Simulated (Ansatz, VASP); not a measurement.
# ZnIn2Ga2O7: VASP beside Ansatz

One calculation is typed for both programs; each brings its own data sets. How far apart do they land? Of the first pair: The structure shown is frame 27 of Ansatz's trajectory.

Calculated with Ansatz 0.2.0; plane waves, with VASP 6.6.1 beside it; single point at PBE.

### 1. The structure

The cell holds 108 atoms: 18 Ga, 18 In, 63 O and 9 Zn. Its edges and angles: a = 10.883 Å, b = 10.883 Å, c = 10.883 Å, α = 90.0°, β = 90.0°, γ = 90.0°. As first built, before any earlier steps moved the atoms (in the runner's words): 108 atoms (18 Fe, 18 Sc, 63 O, 9 Zn) placed at random at 4.03 g/cm^3, melted at 4500 K for 20 ps at fixed volume with the Morse and Coulomb pair potential with partial charges (Pedone, Malavasi, Menziani, Cormack and Segre, J. Phys. Chem. B 110, 11780 (2006)). Quenched from 4500 K to 300 K at 10 K/ps and fixed volume, held 20 ps at zero pressure. Then Fe was replaced by Ga, Sc was replaced by In (the potential has no terms for the new elements, so the cell is a start for a DFT relaxation).

### 2. Ansatz: dynamics, PBE

Ansatz runs on its default PAW (the set named soft_2) files.

One frame of this run of dynamics is then solved in both programs, so the motion causes no difference.

File input.yaml:

```yaml
crystal:
  lattice:
    - [10.88286, 0.0, 0.0]
    - [0.0, 10.88286, 0.0]
    - [0.0, 0.0, 10.88286]
  atoms:
    - { symbol: Ga, position: [0.13108, 0.13135, 0.86164] }
    - { symbol: Ga, position: [0.05982, 0.77508, 0.40518] }
    - { symbol: Ga, position: [0.09755, 0.9766, 0.60206] }
    - { symbol: Ga, position: [0.42246, 0.18357, 0.32038] }
    - { symbol: Ga, position: [0.46772, 0.46117, 0.56345] }
    - { symbol: Ga, position: [0.26273, 0.74977, 0.59675] }
    - { symbol: Ga, position: [0.2072, 0.50792, 0.43034] }
    - { symbol: Ga, position: [0.32019, 0.24024, 0.57501] }
    - { symbol: Ga, position: [0.45682, 0.45722, 0.28002] }
    - { symbol: Ga, position: [0.73199, 0.60577, 0.75876] }
    - { symbol: Ga, position: [0.4052, 0.706, 0.38957] }
    - { symbol: Ga, position: [0.59827, 0.69729, 0.55718] }
    - { symbol: Ga, position: [0.91449, 0.08257, 0.44849] }
    - { symbol: Ga, position: [0.96931, 0.8381, 0.80268] }
    - { symbol: Ga, position: [0.44968, 0.9576, 0.58068] }
    - { symbol: Ga, position: [0.6032, 0.96878, 0.34678] }
    - { symbol: Ga, position: [0.6224, 0.16825, 0.55571] }
    - { symbol: Ga, position: [0.78142, 0.8781, 0.52988] }
    - { symbol: In, position: [0.44805, 0.69078, 0.83629] }
    - { symbol: In, position: [0.6867, 0.59045, 0.31985] }
    - { symbol: In, position: [0.05796, 0.88739, 0.09629] }
    - { symbol: In, position: [0.4603, 0.90817, 0.1097] }
    - { symbol: In, position: [0.65752, 0.8792, 0.81141] }
    - { symbol: In, position: [0.18605, 0.37657, 0.13394] }
    - { symbol: In, position: [0.7353, 0.00931, 0.0493] }
    - { symbol: In, position: [0.24886, 0.96087, 0.36539] }
    - { symbol: In, position: [0.94132, 0.41482, 0.86518] }
    - { symbol: In, position: [0.79477, 0.3864, 0.52273] }
    - { symbol: In, position: [0.97283, 0.19653, 0.12497] }
    - { symbol: In, position: [0.84752, 0.10997, 0.72988] }
[... 72 atom lines left out ...]
    - { symbol: Zn, position: [0.41841, 0.24349, 0.05558] }
    - { symbol: Zn, position: [0.74389, 0.24121, 0.26834] }
    - { symbol: Zn, position: [0.2405, 0.87339, 0.88646] }
    - { symbol: Zn, position: [0.23884, 0.08839, 0.09583] }
    - { symbol: Zn, position: [0.02445, 0.57719, 0.20238] }
    - { symbol: Zn, position: [0.66133, 0.62292, 0.05414] }
kpoints:
  mp_grid: { grid: [1, 1, 1] }
hamiltonian:
  xc: pbe
scf:
  occupations: { method: fermi_dirac, width: 0.025 }
output:
  forces: true
md:
  timestep: 1.0
  n_steps: 82
  ensemble: nve
  temperature: 900
  initial_velocities: maxwell_boltzmann
  seed: 3189
```

Run with:

```
$ ansatz run input.yaml --threads 4 --pin off --max-ram 8192MiB --backend cpu --events-out ev --progress --plain --runs-dir out
```

Numbers of over 12 decimals in the logs are rounded to 6 here.

What it wrote:

```text
Warning: md: disabling space-group detection — thermal motion breaks the input geometry's symmetry, so no spatial operation reduces the k-mesh or symmetrises the density; time reversal is kept, so that k and −k are solved as one point where they differ and the mesh holds both, and exact exchange and, on two spinor components, a DFT+U term hold to it where the run has them: on two components no moment then forms, and  [...]
Engine: ansatz 0.2.0, aarch64-unknown-linux-gnu
Pseudopotentials: kind: paw
Pseudopotential: Ga, paw, valence charge 13, recommended cutoff 420 eV (normal), Ga.paw.azcp
Pseudopotential: In, paw, valence charge 13, recommended cutoff 420 eV (normal), In.paw.azcp
Pseudopotential: O, paw, valence charge 6, recommended cutoff 420 eV (normal), O.paw.azcp
Pseudopotential: Zn, paw, valence charge 12, recommended cutoff 420 eV (normal), Zn.paw.azcp
Functional definition: PBE
  parameter kappa = 0.804
  parameter beta = 0.066725
  exchange = pbe_x(kappa = kappa, mu = beta*pi^2/3)
  correlation = pbe_c(beta = beta)
Crystal: 108 atoms, lattice volume = 1288.929 Å³
Basis set: ecut = 420 eV, 25269 PW (Γ), exchange–correlation on 150×150×150 points (8 copies of the dense FFT grid, shifted against one another)
Bands: 585, of which v1, the nominal top of the filled ones, is band 477 counted from 1 (476 counted from 0)
Symmetry: 1 space group operations
k-points: 1
Non-local potential: Ga, projectors of the file, l = 0: 2, l = 1: 2, l = 2: 3, l = 3: 1
Non-local potential: In, projectors of the file, l = 0: 2, l = 1: 2, l = 2: 2, l = 3: 2
Non-local potential: O, projectors of the file, l = 0: 2, l = 1: 2, l = 2: 1
Non-local potential: Zn, projectors of the file, l = 0: 2, l = 1: 2, l = 2: 3, l = 3: 1
PAW form: soft (Blöchl's): semilocal exchange-correlation on the pseudo side does not see the compensation charge
PAW one-centre angular grid: Ga, 590 points (default); XC on 64 Gauss nodes
PAW one-centre angular grid: In, 590 points (default); XC on 64 Gauss nodes
PAW one-centre angular grid: O, 110 points (default); XC on 64 Gauss nodes
PAW one-centre angular grid: Zn, 590 points (default); XC on 64 Gauss nodes
Initial density: superposition of atomic densities (neutral atoms: chi_scale 0, normalization atom), corrected by the library's trained network
Initial wavefunctions: pseudopotential atomic-orbital guess
Functional: x = pbe(κ = 0.804, μ = 0.219515), c = pbe(β = 0.066725)
SCF iter   1: F=—  HF=-234470.358691 eV  |F-HF|=—  |Δ(HF+E_count)|=         —  Δρ=2.72e-3  dr2=1.53e-1  ethr=1.77e-3  ⟨swp⟩=6.0  Hψ=2223  notcnv=0  defer=4
preconditioner: auto → Resta (q_TF=auto, 2.595 Å⁻¹)  ε∞=5.0  [insulator: Δε(μ)=1.013 eV  Ē_g=15.973 eV  σ=0.025 eV  W_gap=1.00  n_scr=388 (ndim 8)  ℏωp=31.9 eV  f_vac=0.075  D(μ)=0.00/eV (n_scr^D=0)  ε∞_Penn≈5.0]
SCF iter   2: F=—  HF=-234470.333126 eV  |F-HF|=—  |Δ(HF+E_count)|=   2.56e-2  Δρ=1.43e-3  dr2=3.55e-2  ethr=1.60e-5  ⟨swp⟩=2.0  Hψ=1149  notcnv=0  defer=101
SCF iter   3: F=—  HF=-234470.331256 eV  |F-HF|=—  |Δ(HF+E_count)|=   1.87e-3  Δρ=6.74e-4  dr2=1.11e-2  ethr=3.72e-6  ⟨swp⟩=2.0  Hψ=906  notcnv=0  defer=101
SCF iter   4: F=—  HF=-234470.330093 eV  |F-HF|=—  |Δ(HF+E_count)|=   1.16e-3  Δρ=2.48e-4  dr2=9.00e-4  ethr=1.17e-6  ⟨swp⟩=2.0  Hψ=902  notcnv=0  defer=101
SCF iter   5: F=—  HF=-234470.330193 eV  |F-HF|=—  |Δ(HF+E_count)|=   1.01e-4  Δρ=1.41e-4  dr2=2.71e-4  ethr=9.43e-8  ⟨swp⟩=2.0  Hψ=917  notcnv=0  defer=101
SCF iter   6: F=—  HF=-234470.330274 eV  |F-HF|=—  |Δ(HF+E_count)|=   8.13e-5  Δρ=5.02e-5  dr2=3.62e-5  ethr=2.85e-8  ⟨swp⟩=2.0  Hψ=917  notcnv=0  defer=101
SCF iter   7: F=—  HF=-234470.327956 eV  |F-HF|=—  |Δ(HF+E_count)|=   2.32e-3  Δρ=2.84e-5  dr2=1.09e-5  ethr=3.80e-9  ⟨swp⟩=2.0  Hψ=961  notcnv=0  defer=101
SCF iter   8: F=—  HF=-234470.327964 eV  |F-HF|=—  |Δ(HF+E_count)|=   7.52e-6  Δρ=9.67e-6  dr2=1.73e-6  ethr=1.14e-9  ⟨swp⟩=2.0  Hψ=954  notcnv=0  defer=101
SCF iter   9: F=—  HF=-234470.327966 eV  |F-HF|=—  |Δ(HF+E_count)|=   2.10e-6  Δρ=6.92e-6  dr2=5.82e-7  ethr=1.81e-10  ⟨swp⟩=2.0  Hψ=957  notcnv=0  defer=101
SCF iter  10: F=—  HF=-234470.327966 eV  |F-HF|=—  |Δ(HF+E_count)|=   2.04e-7  Δρ=2.66e-6  dr2=1.01e-7  ethr=6.10e-11  ⟨swp⟩=2.0  Hψ=955  notcnv=0  defer=101
[...]
SCF 1 converged in 11 iterations: F = -234470.327966 eV  dr2 = 2.93e-8
[...]
automatic band count: iteration 1 solves 553 bands in place of 585: the levels show a gap, and the empty bands left out lie too high to hold charge; the band table lists the bands solved (type scf.n_extra_bands for more)
md step    81: t =    81.00 fs  T =   636.6 K  F+E_penalty+E_count = -234466.68289544 eV  E_kin = 8.804628 eV  conserved = -234457.87826752 eV  (4 SCF iters)
iter 1 solved again at ethr=1.41e-6 eV; its pass at ethr=3.10e-3 eV (dr2=1.34e-2 eV) is discarded
SCF iter   1: F=—  HF=-234466.670328 eV  |F-HF|=—  |Δ(HF+E_count)|=         —  Δρ=1.59e-3  dr2=1.42e-2  ethr=1.41e-6  ⟨swp⟩=4.0  Hψ=2912  notcnv=0
preconditioner: auto → Resta (q_TF=auto, 2.595 Å⁻¹)  ε∞=5.1  [insulator: Δε(μ)=0.486 eV  Ē_g=15.808 eV  σ=0.025 eV  W_gap=1.00  n_scr=388 (ndim 8)  ℏωp=31.9 eV  f_vac=0.060  D(μ)=0.01/eV (n_scr^D=0)  ε∞_Penn≈5.1]
SCF iter   2: F=—  HF=-234466.667570 eV  |F-HF|=—  |Δ(HF+E_count)|=   2.76e-3  Δρ=7.70e-4  dr2=3.40e-3  ethr=1.41e-6  ⟨swp⟩=2.0  Hψ=998  notcnv=0
SCF iter   3: F=—  HF=-234466.667331 eV  |F-HF|=—  |Δ(HF+E_count)|=   2.39e-4  Δρ=3.60e-4  dr2=1.33e-3  ethr=3.56e-7  ⟨swp⟩=2.0  Hψ=1001  notcnv=0
SCF iter   4: F=—  HF=-234466.667162 eV  |F-HF|=—  |Δ(HF+E_count)|=   1.69e-4  Δρ=8.26e-5  dr2=9.38e-5  ethr=1.40e-7  ⟨swp⟩=2.0  Hψ=999  notcnv=0
SCF iter   5: F=—  HF=-234466.664489 eV  |F-HF|=—  |Δ(HF+E_count)|=   2.67e-3  Δρ=6.35e-5  dr2=4.88e-5  ethr=9.84e-9  ⟨swp⟩=2.0  Hψ=1062  notcnv=0
SCF iter   6: F=—  HF=-234466.664481 eV  |F-HF|=—  |Δ(HF+E_count)|=   7.82e-6  Δρ=1.36e-5  dr2=2.72e-6  ethr=5.11e-9  ⟨swp⟩=2.0  Hψ=1000  notcnv=0
SCF iter   7: F=—  HF=-234466.664482 eV  |F-HF|=—  |Δ(HF+E_count)|=   9.61e-7  Δρ=9.44e-6  dr2=1.14e-6  ethr=2.85e-10  ⟨swp⟩=2.0  Hψ=1061  notcnv=0
SCF iter   8: F=—  HF=-234466.664482 eV  |F-HF|=—  |Δ(HF+E_count)|=   1.03e-7  Δρ=3.23e-6  dr2=1.59e-7  ethr=1.20e-10  ⟨swp⟩=2.0  Hψ=1061  notcnv=0
SCF iter   9: F=-234466.664482 eV  HF=-234466.664482 eV  |F-HF|=7.92e-9  |Δ(HF+E_count)|=   8.02e-8  Δρ=1.75e-6  dr2=4.26e-8  ethr=1.05e-11  ⟨swp⟩=4.0  Hψ=1673  notcnv=0
SCF 83 converged in 9 iterations: F = -234466.664482 eV  dr2 = 4.26e-8
md step    82: t =    82.00 fs  T =   635.3 K  F+E_penalty+E_count = -234466.66448195 eV  E_kin = 8.786129 eV  conserved = -234457.87835249 eV  (9 SCF iters)
SCF converged after 9 iterations
Free energy (F): -234466.664482 eV
Harris-Foulkes:  -234466.664482 eV  (|F-HF|=7.92e-9)
Internal energy: -234466.664411 eV  (E = F + TS)
E sigma→0 (E₀):  -234466.664447 eV
Entropy (-TS):   -0.000071 eV (-0.001 meV/atom)
Fermi energy:    8.938242 eV
--- Per-component energies (eV) ---
  E_band       = -304.281751
  E_kinetic    = 18751.178114
  E_local      = -98717.877014  (includes V_loc(G=0)·N_el)
  E_nonlocal   = 23082.785543
  E_hartree    = 42464.803527
  E_xc         = -10944.491317
  E_vxc        = -9172.541025  (∫ρ·V_xc dr)
  E_paw        = -137302.214827  (= ΣΔE_a)
  E_vpaw       = -19177.578546  (= ΣTr[D̂ρ^β])
  E_aug_tail   = 0.148819  (compensation charges beyond the density's cutoff)
  E_ewald      = -71800.997256
  E_smearing   = -0.000071  (= −TS)
  E_closure    = -0.000000  (closes the sum)
  Σ components = -234466.664482   (vs F -234466.664482, Δ=0.00e0)
--- Forces (eV/Å), atoms counted from 1 ---
  atom   1  Ga     0.18645415     0.47778245    -0.23501841
  atom   2  Ga     1.03818444     0.90875217     1.55855482
  atom   3  Ga    -0.03017096    -1.44294552    -0.32233662
  atom   4  Ga    -0.43610090    -0.45939383     0.61811500
  atom   5  Ga     0.53648768    -1.92739530     1.27808321
  atom   6  Ga    -1.47070786     0.24566067     0.81437721
  atom   7  Ga    -1.99566164    -1.83991984    -1.26759672
  atom   8  Ga    -0.99536293    -1.66282375    -1.45995289
  atom   9  Ga     0.41370121    -0.73213045    -0.55843851
  atom  10  Ga    -1.91861513     1.68137610     0.19335263
  atom  11  Ga     1.07828640     1.23851551    -1.51313143
  atom  12  Ga    -0.34737048     0.20243283     0.92537542
  atom  13  Ga     0.69208010     0.74506979    -0.64914211
  atom  14  Ga    -0.06438136     2.16165149    -0.96504129
  atom  15  Ga    -0.05457579     1.27309945     0.32496687
  atom  16  Ga    -2.07483825     0.33902366    -0.65399889
  atom  17  Ga     0.24323182     0.00439473     0.40434235
  atom  18  Ga     0.17568853    -0.96330090     2.63692333
  atom  19  In    -1.02687208     2.41328126     0.33209216
  atom  20  In    -1.55666093     0.57883208     0.40512870
  atom  21  In     0.32123166     0.43604096    -1.07065150
  atom  22  In    -0.35235090    -0.56691476    -0.02765419
  atom  23  In    -1.33939846    -0.71759162     0.14616564
  atom  24  In    -1.29113779    -0.16449967     0.68777242
[...]
atom 101  Zn    -1.82927666     0.75608342     2.39834771
  atom 102  Zn     0.85726003    -0.00879436    -0.71984056
  atom 103  Zn    -0.31678179     0.26663263     0.24068682
  atom 104  Zn    -0.41124662    -1.05673746     0.24047499
  atom 105  Zn     0.41258633     0.16285291     0.52071771
  atom 106  Zn     0.14135735     1.26972728     0.13129008
  atom 107  Zn    -0.04629721    -0.38194390    -0.94296283
  atom 108  Zn    -0.34239377    -1.22956654     0.24992299
  max |Σ_I F_I| component: 2.61e-5 eV/Å
--- MD trajectory: 82 steps, t = 0.0 → 82.0 fs ---
  final state: T = 635.3 K   F+E_penalty+E_count = -234466.66448195 eV   E_kin = 8.786129 eV
  conserved energy: peak-to-peak 4.866e-3 eV (4.506e-5 eV/atom) over 82.0 fs
```

Reading the cycles: dr2 is the Hartree energy of the density residual (eV), the measure of convergence; HF is the Harris–Foulkes estimate of the energy, which meets the free energy F at convergence.

### 3. VASP: single point, PBE, pair 1

The same cell, functional, mesh and smearing now go to VASP, with its own data sets.

Lines of VASP's logs that name or quote its potential files are left out, and so is its time.

File INCAR:

```
SYSTEM = ZnIn2Ga2O7
PREC = Accurate
ENCUT = 520
EDIFF = 1E-06
NELM = 120
ISMEAR = -1
SIGMA = 0.025
LREAL = Auto
ALGO = Normal
GGA = PE
NBANDS = 560
LORBIT = 11
LWAVE = .FALSE.
LCHARG = .FALSE.
ISIF = 2
LASPH = .TRUE.
GGA_COMPAT = .FALSE.
EFERMI = MIDGAP
NCORE = 2
```

File POSCAR:

```
ZnIn2Ga2O7
1.0
   10.8828600000      0.0000000000      0.0000000000
    0.0000000000     10.8828600000      0.0000000000
    0.0000000000      0.0000000000     10.8828600000
Ga In O Zn
18 18 63 9
Direct
    0.1336137743      0.1382265324      0.8660407283
    0.0592031874      0.7802268889      0.4178405309
    0.0867786593      0.9664463202      0.6013217114
    0.4222327587      0.1908965107      0.3129783899
    0.4601915305      0.4677355034      0.5639510202
    0.2582317516      0.7609948120      0.6062560761
    0.1993869259      0.5076974251      0.4297307877
    0.3388355634      0.2363073677      0.5765671891
    0.4687003233      0.4506903516      0.2815528271
    0.7204539983      0.6188630562      0.7677209851
    0.3950340260      0.7040612486      0.3810762980
    0.5987856133      0.6950195077      0.5541282347
    0.9093933029      0.0778839386      0.4450025085
    0.9720330869      0.8456600563      0.8134718263
    0.4612666156      0.9588104598      0.5791951748
    0.5987764246      0.9790257340      0.3550721042
    0.6234114929      0.1787857236      0.5573167348
    0.7854093501      0.8673271548      0.5279678320
    0.4543199122      0.6814936515      0.8365080503
    0.6911694169      0.5793973275      0.3180046422
    0.0598372119      0.8894996352      0.0957652676
    0.4553582422      0.8981186931      0.1138763156
    0.6619124017      0.8829939924      0.8114043551
    0.1927893954      0.3784758786      0.1356169242
    0.7337317580      0.0108611156      0.0522656728
    0.2481424920      0.9629729685      0.3733485499
    0.9386962618      0.4088723001      0.8696059675
    0.7909869281      0.3817470775      0.5258544169
    0.9709488131      0.1939747456      0.1259135926
    0.8373626051      0.1122407161      0.7283655216
[... 72 atom lines left out ...]
    0.4321933756      0.2355171343      0.0535796656
    0.7335296053      0.2401758361      0.2588290210
    0.2449723694      0.8678876692      0.8735571348
    0.2269899640      0.0742819443      0.0984116308
    0.0303504777      0.5686464771      0.2116263556
    0.6625923700      0.6402912470      0.0513192304
```

File KPOINTS:

```
Automatic mesh
0
Gamma
1 1 1
0 0 0
```

PAW data sets: Ga_d, In_d, O and Zn (PBE family, release 64).

Run with:

```
$ mpirun -np 8 vasp_gam
```

What it wrote:

```text
[banner, memory and clock lines left out]
running    8 mpi-ranks, on    1 nodes
[...]
LDA part: xc-table for (Slater+PW92), standard interpolation
 POSCAR, INCAR and KPOINTS ok, starting setup
[...]
entering main loop
       N       E                     dE             d eps       ncg     rms          rms(c)
DAV:   1     0.253552163269E+05    0.25355E+05   -0.36722E+05  1120   0.319E+03
DAV:   2     0.644019081877E+04   -0.18915E+05   -0.17947E+05  1120   0.965E+02
DAV:   3     0.487942540570E+03   -0.59522E+04   -0.56194E+04  1336   0.401E+02
DAV:   4    -0.567069960307E+03   -0.10550E+04   -0.10154E+04  1312   0.175E+02
[...]
DAV:  21    -0.568292167631E+03    0.37048E-05   -0.39581E-05  1440   0.451E-02    0.170E-02
DAV:  22    -0.568292170118E+03   -0.24876E-05   -0.32539E-05  1536   0.215E-02    0.108E-02
DAV:  23    -0.568292170331E+03   -0.21301E-06   -0.54553E-06   928   0.911E-03
   1 F= -.56829217E+03 E0= -.56829216E+03  d E =-.155789E-04
```

Parts of OUTCAR (step 3):

```text
  Total       72.6047785     77.3048129     70.4376589     15.1956557     -1.0284148     -7.4791003
  in kB       90.2498856     96.0921673     87.5560919     18.8886492     -1.2783499     -9.2967427
  external PRESSURE =      91.2993816 kB  Pullay stress =       0.0000000 kB

 POSITION                                       TOTAL-FORCE (eV/Angst)
 -----------------------------------------------------------------------------------
      1.45410      1.50430      9.42500         0.640846     -1.460288     -1.031414
      0.64430      8.49110      4.54730        -0.116583     -1.272167     -1.425644
      0.94440     10.51770      6.54410         1.149416      1.170836      0.999364
      4.59510      2.07750      3.40610         0.346861      0.117544     -0.004440
      5.00820      5.09030      6.13740        -0.222815      0.623779     -0.498732
[...]
9.14600     10.30080      9.33120        -1.318153      0.664838     -0.018753
      8.46130      2.13840      0.90460        -0.787095     -0.348429      0.650655
      3.10130      0.31940     10.09200         0.129532      0.054203     -0.066702
      8.05790      5.07650      9.06550         0.603114     -2.247503      1.028395
      2.47540      2.24730      7.83130        -0.520705      0.715010      0.414247
      0.90970     10.65450      8.47100        -0.376693      0.051004     -0.636639
      4.60690      1.07630      1.70250        -0.335709     -1.286613      1.377513
      5.20360      9.79580      8.13110         1.025467      0.220297      0.588727
[...]
-----------------------------------------------------------------------------------
    total drift:                                0.009347      0.001932      0.017489

  FREE ENERGIE OF THE ION-ELECTRON SYSTEM (eV)
  ---------------------------------------------------
  free  energy   TOTEN  =      -568.2921703314 eV

  energy  without entropy=     -568.2921547525  energy(sigma->0) =     -568.29216254

[... 3 further parts left out ...]
[key lines of the parts left out:]
E-fermi :   4.8217
```

The run ends at a pressure of 9.13 GPa, with forces up to 3.4 eV/Å.

### 4. Side by side

Known differences besides the potentials themselves: the cutoff is 420 eV in Ansatz and 520 eV in VASP (PREC = Accurate, projectors in real space). Total energies have different zeros and are not compared.

Forces on 9 of the 108 atoms, those with the largest forces and the largest differences (eV/Å; atoms numbered as in POSCAR):

| atom | Ansatz x, y, z | VASP x, y, z |
| --- | --- | --- |
| Ga9 | -1.639, 2.179, -2.009 | -1.615, 2.180, -1.997 |
| Ga10 | 2.833, -0.620, -1.639 | 2.883, -0.649, -1.628 |
| O43 | -0.754, -2.538, 0.678 | -0.744, -2.619, 0.574 |
| O50 | 1.279, 0.803, -2.468 | 1.270, 0.808, -2.526 |
| O87 | 1.206, -2.700, 0.142 | 1.223, -2.813, 0.217 |
| O90 | 0.224, -0.046, -2.204 | 0.242, -0.034, -2.335 |
| O93 | -1.071, 1.686, -0.673 | -1.090, 1.749, -0.788 |
| Zn105 | -0.310, 2.684, 0.713 | -0.353, 2.721, 0.757 |
| Zn108 | 0.291, -1.515, 2.491 | 0.261, -1.557, 2.568 |

The forces differ by 32 meV/Å r.m.s., which is 3.4 % of the r.m.s. force of 0.963 eV/Å (both taken over all components).

### 5. Ansatz: dynamics, PBE

One frame of this run of dynamics is then solved in both programs, so the motion causes no difference.

The structure compared here is frame 55 of Ansatz's trajectory.

input.yaml is that of step 2.

Run with:

```
$ ansatz run input.yaml --threads 4 --pin off --max-ram 8192MiB --backend cpu --events-out ev --progress --plain --runs-dir out
```

What it wrote:

```text
[...]
Crystal: 108 atoms, lattice volume = 1288.929 Å³
Basis set: ecut = 420 eV, 25269 PW (Γ), exchange–correlation on 150×150×150 points (8 copies of the dense FFT grid, shifted against one another)
Bands: 585, of which v1, the nominal top of the filled ones, is band 477 counted from 1 (476 counted from 0)
Symmetry: 1 space group operations
k-points: 1
[...]
atom   8  Ga    -0.99536293    -1.66282375    -1.45995289
[...]
atom 105  Zn     0.41258633     0.16285291     0.52071771
  atom 106  Zn     0.14135735     1.26972728     0.13129008
  atom 107  Zn    -0.04629721    -0.38194390    -0.94296283
  atom 108  Zn    -0.34239377    -1.22956654     0.24992299
  max |Σ_I F_I| component: 2.61e-5 eV/Å
--- MD trajectory: 82 steps, t = 0.0 → 82.0 fs ---
[...]
conserved energy: peak-to-peak 4.866e-3 eV (4.506e-5 eV/atom) over 82.0 fs
[key lines of the parts left out:]
SCF converged after 9 iterations
Free energy (F): -234466.664482 eV
Fermi energy:    8.938242 eV
```

[end of part 1 of 2]

[Lines on the potential files, build, host, timing and source positions are cut from VASP's logs without a mark.]

[Logs are printed without paths, hosts, clocks, repeated set-up lines and the standing remarks that a program may print on its own settings, such as how far it seeks lower states.]

[Hosts, paths, dates, database ids (printed as entryN), source tags and the programs' standing remarks are cut or masked in the printed files.]
